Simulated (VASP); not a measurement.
**TiC: single point with LDA**

Crystal: TiC.

```
Ti C
1.0
     0.00000    2.15930    2.15930
     2.15930    0.00000    2.15930
     2.15930    2.15930    0.00000
Ti C
1 1
Direct
  0.00000 0.00000 0.00000
  0.50000 0.50000 0.50000
```

* Program: VASP 6.6.1
* Task: single point
* Functional: LDA
* Potentials or basis: VASP PAW LDA potentials, release 64 (Ti_sv, C)
* Cutoff: 520 eV
* k mesh: 12 × 12 × 12
* Occupations: fermi-dirac, width 0.05 eV
* Spin: no spin polarisation
* Further INCAR settings: ALGO = Normal; EDIFF = 1e-06; NBANDS = 15

The pressure is -9.9 GPa and the band gap on the k mesh is none (metal or under the smearing width).

Levels at points of the mesh, in eV from the Fermi level:
```csv
k point,band 4,band 5,band 6,band 7,band 8,band 9,band 10,band 11,band 12,band 13
"(0.00, 0.00, 0.00)",-32.28,-12.27,0.61,0.61,0.61,1.68,1.68,1.68,1.71,1.71
"(0.50, 0.00, 0.00)",-32.33,-8.69,-5.89,-2.95,-2.95,2.88,2.88,4.09,8.23,8.23
"(0.50, 0.50, 0.00)",-32.46,-9.98,-3.40,-1.72,-0.02,-0.02,2.73,3.49,3.49,5.93
```

It took 2.7 s on 4 MPI ranks on Intel(R) Xeon(R) 6975P-C (Granite Rapids), with other jobs on the host, peak memory 0.13 GiB a rank.
